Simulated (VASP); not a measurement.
Output of a VASP run:

OUTCAR:
```
 ion  position               nearest neighbor table
   1  0.000  0.000  0.000-
  LATTYP: Found a body centered cubic cell.
 ALAT       =     4.5800000000
 Subroutine PRICEL returns:
 Original cell was already a primitive cell.
 Subroutine GETGRP returns: Found 48 space group operations
The static configuration has the point symmetry O_h .
The dynamic configuration has the point symmetry O_h .
 Subroutine INISYM returns: Found 48 space group operations
 Subroutine IBZKPT returns following result:
 Found     47 irreducible k-points:

 Following reciprocal coordinates:
            Coordinates               Weight
  0.000000  0.000000  0.000000      1.000000
  0.100000  0.000000  0.000000     12.000000
  0.200000  0.000000  0.000000     12.000000
  0.300000  0.000000  0.000000     12.000000
  0.400000  0.000000  0.000000     12.000000
  0.500000  0.000000  0.000000      6.000000
  0.100000  0.100000  0.000000     24.000000
  0.200000  0.100000 -0.000000     48.000000
  0.300000  0.100000  0.000000     48.000000
  0.400000  0.100000  0.000000     48.000000
  0.200000  0.200000  0.000000     24.000000
  0.300000  0.200000  0.000000     48.000000
  0.400000  0.200000  0.000000     24.000000
  0.300000  0.300000  0.000000     24.000000
  0.100000  0.100000  0.100000      8.000000
  0.200000  0.100000  0.100000     24.000000
  0.300000  0.100000  0.100000     24.000000
  0.400000  0.100000  0.100000     12.000000
 -0.100000  0.100000  0.100000      6.000000
  0.200000  0.200000  0.100000     24.000000
  0.300000  0.200000  0.100000     48.000000
 -0.200000  0.200000  0.100000     24.000000
  0.300000  0.300000  0.100000      8.000000
 -0.300000  0.300000  0.100000     24.000000
 -0.200000  0.300000  0.100000     24.000000
 -0.400000  0.400000  0.100000     24.000000
 -0.300000  0.400000  0.100000     48.000000
  0.500000  0.500000  0.100000     12.000000
 -0.400000  0.500000  0.100000     48.000000
 -0.300000  0.500000  0.100000     24.000000
 -0.400000 -0.400000  0.100000     24.000000
  0.200000  0.200000  0.200000      8.000000
  0.300000  0.200000  0.200000     12.000000
 -0.200000  0.200000  0.200000      6.000000
 -0.300000  0.300000  0.200000     24.000000
 -0.400000  0.400000  0.200000     24.000000
 -0.300000  0.400000  0.200000     24.000000
  0.500000  0.500000  0.200000     12.000000
 -0.400000  0.500000  0.200000     48.000000
 -0.400000 -0.400000  0.200000      8.000000
   k-points           NKPTS =     47   k-points in BZ     NKDIM =     47   number of bands    NBANDS=      8
   number of dos      NEDOS =    301   number of ions     NIONS =      1
   total plane-waves  NPLWV =  27000
   dimension x,y,z NGX =    30 NGY =   30 NGZ =   30
   dimension x,y,z NGXF=    60 NGYF=   60 NGZF=   60
   ions per type =               1
   PREC   = accura    normal or accurate (medium, high low for compatibility)
   ISTART =      0    job   : 0-new  1-cont  2-samecut
   ICHARG =      2    charge: 1-file 2-atom 10-const
   ISPIN  =      1    spin polarized calculation?
   LNONCOLLINEAR =      F non collinear calculations
   LSORBIT =      F    spin-orbit coupling
   INIWAV =      1    electr: 0-lowe 1-rand  2-diag
   ENCUT  =  520.0 eV  38.22 Ry    6.18 a.u.   7.37  7.37  7.37*2*pi/ulx,y,z
   NELM   =    100;   NELMIN=  2; NELMDL= -5     # of ELM steps
   EDIFF  = 0.1E-05   stopping-criterion for ELM
   LREAL  =      F    real-space projection
   NLSPLINE    = F    spline interpolate recip. space projectors
   LMAXMIX     =    6 max onsite mixed and CHGCAR
   VOSKOWN=      0    Vosko Wilk Nusair interpolation
   EDIFFG = -.1E-01   stopping-criterion for IOM
   NSW    =     60    number of steps for IOM
   NBLOCK =      1;   KBLOCK =     60    inner block; outer block
   IBRION =      2    ionic relax: 0-MD 1-quasi-New 2-CG
   NFREE  =      1    steps in history (QN), initial steepest desc. (CG)
...
```

**OSZICAR**
```
...
DAV:  13    -0.651821696597E+01   -0.88756E-03   -0.15275E-04   848   0.127E-01    0.616E-02
DAV:  14    -0.651842184312E+01   -0.20488E-03   -0.48619E-05  1024   0.740E-02    0.401E-02
DAV:  15    -0.651844787846E+01   -0.26035E-04   -0.11487E-05   896   0.316E-02    0.228E-02
DAV:  16    -0.651844891993E+01   -0.10415E-05   -0.11662E-06  1008   0.112E-02    0.140E-02
DAV:  17    -0.651844741075E+01    0.15092E-05   -0.77018E-07   800   0.118E-02    0.332E-03
DAV:  18    -0.651844815790E+01   -0.74715E-06   -0.75253E-08   472   0.449E-03
   1 F= -.65184482E+01 E0= -.65183153E+01  d E =-.651845E+01
       N       E                     dE             d eps       ncg     rms          rms(c)
DAV:   1    -0.660216527097E+01   -0.83718E-01   -0.16160E+00   856   0.131E+01    0.111E+00
DAV:   2    -0.655327504560E+01    0.48890E-01   -0.48491E-02  1144   0.222E+00    0.611E-01
DAV:   3    -0.653198788515E+01    0.21287E-01   -0.62329E-02  1160   0.232E+00    0.249E-01
DAV:   4    -0.653143245312E+01    0.55543E-03   -0.40454E-03   776   0.622E-01    0.110E-01
DAV:   5    -0.653051294725E+01    0.91951E-03   -0.42855E-03   992   0.684E-01    0.628E-02
DAV:   6    -0.653247355861E+01   -0.19606E-02   -0.14226E-03   784   0.391E-01    0.686E-03
DAV:   7    -0.653248201657E+01   -0.84580E-05   -0.25524E-05  1296   0.603E-02    0.249E-03
DAV:   8    -0.653247725525E+01    0.47613E-05   -0.27675E-06   792   0.198E-02    0.100E-03
DAV:   9    -0.653248128587E+01   -0.40306E-05   -0.23175E-06  1144   0.191E-02    0.979E-04
DAV:  10    -0.653248170178E+01   -0.41591E-06   -0.29365E-07   416   0.696E-03
   2 F= -.65324817E+01 E0= -.65324483E+01  d E =-.140335E-01
       N       E                     dE             d eps       ncg     rms          rms(c)
DAV:   1    -0.661481013573E+01   -0.82329E-01   -0.17881E+00   840   0.140E+01    0.118E+00
DAV:   2    -0.656085034262E+01    0.53960E-01   -0.53772E-02  1144   0.238E+00    0.644E-01
DAV:   3    -0.653762480957E+01    0.23226E-01   -0.68742E-02  1176   0.245E+00    0.262E-01
DAV:   4    -0.653717605103E+01    0.44876E-03   -0.43007E-03   784   0.660E-01    0.112E-01
DAV:   5    -0.653600300072E+01    0.11731E-02   -0.48903E-03  1040   0.746E-01    0.661E-02
DAV:   6    -0.653809885677E+01   -0.20959E-02   -0.16120E-03   784   0.425E-01    0.830E-03
DAV:   7    -0.653810453450E+01   -0.56777E-05   -0.33690E-05  1248   0.667E-02    0.244E-03
DAV:   8    -0.653810118466E+01    0.33498E-05   -0.40402E-06   808   0.209E-02    0.130E-03
DAV:   9    -0.653810388103E+01   -0.26964E-05   -0.22702E-06  1176   0.188E-02    0.108E-03
DAV:  10    -0.653810428876E+01   -0.40773E-06   -0.36189E-07   424   0.854E-03
   3 F= -.65381043E+01 E0= -.65380707E+01  d E =-.196561E-01
       N       E                     dE             d eps       ncg     rms          rms(c)
DAV:   1    -0.653860894626E+01   -0.50507E-03   -0.11335E-02   896   0.111E+00    0.928E-02
DAV:   2    -0.653826803542E+01    0.34091E-03   -0.33743E-04  1144   0.192E-01    0.508E-02
DAV:   3    -0.653812182940E+01    0.14621E-03   -0.44104E-04  1176   0.197E-01    0.208E-02
DAV:   4    -0.653812023195E+01    0.15974E-05   -0.32254E-05   752   0.590E-02    0.884E-03
DAV:   5    -0.653811762676E+01    0.26052E-05   -0.34311E-05  1040   0.639E-02    0.559E-03
DAV:   6    -0.653812972012E+01   -0.12093E-04   -0.92772E-06   776   0.329E-02    0.639E-04
DAV:   7    -0.653812960153E+01    0.11859E-06   -0.15934E-07   408   0.435E-03
   4 F= -.65381296E+01 E0= -.65380891E+01  d E =-.196814E-01
```

OUTCAR:
```
------------------------ aborting loop because EDIFF is reached ----------------------------------------
  FORCE on cell =-STRESS in cart. coord.  units (eV):
  Direction    XX          YY          ZZ          XY          YZ          ZX
  --------------------------------------------------------------------------------------
  Total        0.0013035      0.0013035      0.0013035      0.0000000      0.0000000      0.0000000
  in kB        0.0485131      0.0485131      0.0485131      0.0000000      0.0000000      0.0000000
  external PRESSURE =       0.0485131 kB  Pullay stress =       0.0000000 kB
  volume of cell :       43.05
      direct lattice vectors                 reciprocal lattice vectors
    -2.207832586  2.207832586  2.207832586     0.000000000  0.226466446  0.226466446
     2.207832586 -2.207832586  2.207832586     0.226466446  0.000000000  0.226466446
     2.207832586  2.207832586 -2.207832586     0.226466446  0.226466446  0.000000000
 POSITION                                       TOTAL-FORCE (eV/Angst)
 -----------------------------------------------------------------------------------
      2.20783     -2.20783      2.20783         0.000000      0.000000     -0.000000
 -----------------------------------------------------------------------------------
    total drift:                                0.000000     -0.000000      0.000000
  FREE ENERGIE OF THE ION-ELECTRON SYSTEM (eV)
  ---------------------------------------------------
  free  energy   TOTEN  =        -6.5381296015 eV

  energy  without entropy=       -6.5380079835  energy(sigma->0) =       -6.53808906

 reached required accuracy - stopping structural energy minimisation
```
(Selected blocks of OUTCAR.)

POSCAR:
```
Eu
1
   -2.2900000000     2.2900000000     2.2900000000
    2.2900000000    -2.2900000000     2.2900000000
    2.2900000000     2.2900000000    -2.2900000000
Eu
1
Direct
  0.0000000000   0.0000000000   0.0000000000
```

Write an INCAR and KPOINTS that could have produced this output.

Several could match; the one computed here: the input of the run itself, TPSS meta-GGA, plane waves, VASP's PBE PAW potentials (set 64).

### KPOINTS
```
Automatic mesh
0
Gamma
10 10 10
0 0 0
```

**INCAR**
```
SYSTEM = Eu
PREC = Accurate
ENCUT = 520
EDIFF = 1E-6
NELM = 100
ALGO = Normal
LREAL = .FALSE.
LASPH = .TRUE.
ISMEAR = 1
SIGMA = 0.1
METAGGA = TPSS
LMIXTAU = .TRUE.
LMAXMIX = 6
LWAVE = .FALSE.
LCHARG = .FALSE.
IBRION = 2
ISIF = 3
NSW = 60
EDIFFG = -0.01
```

POTCAR, in this order: Eu_2 (PBE.64 set). Program: vasp_std.

The 4f electrons are frozen in the core of the lanthanide potential, so 4f levels, which can set the real gap, and their magnetism are missing. Energy and stress use the plane-wave basis of the starting cell.

The compound is Eu in the bcc structure. This run relaxes it. Symmetry was kept, so distortions that lower it aren't found.
